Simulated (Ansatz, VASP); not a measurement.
# Two plane-wave programs on V3Ge

```xyz
8
Lattice="4.7680 0.0000 0.0000 0.0000 4.7680 0.0000 0.0000 0.0000 4.7680" Properties=species:S:1:pos:R:3 pbc="T T T"
Ge    0.0000    0.0000    0.0000
Ge    2.3840    2.3840    2.3840
V     1.1920    0.0000    2.3840
V     2.3840    3.5760    0.0000
V     3.5760    0.0000    2.3840
V     2.3840    1.1920    0.0000
V     0.0000    2.3840    3.5760
V     0.0000    2.3840    1.1920
```

Change from the starting cell: parallel moments scaled by 1.5, plain SCF.

Alike in both runs: task single point; functional LDA; k mesh 5 × 5 × 5; occupations gaussian, width 0.1 eV; collinear spin.

```csv
,VASP,Ansatz
version,VASP 6.6.1,Ansatz 0.2.0
potentials or method,"VASP PAW LDA potentials, release 64 (Ge_d, V_sv)","PAW, plane waves, scalar-relativistic"
plane-wave cutoff (eV),520,420
valence electrons in the cell,106,106
```

```csv
,VASP,Ansatz,Ansatz less VASP
pressure (GPa),-12.3,-12.8,-0.51
net moment per atom (μB),0.00,0.00,-0.002
```

Ansatz warned: «seeded_moment_not_kept».
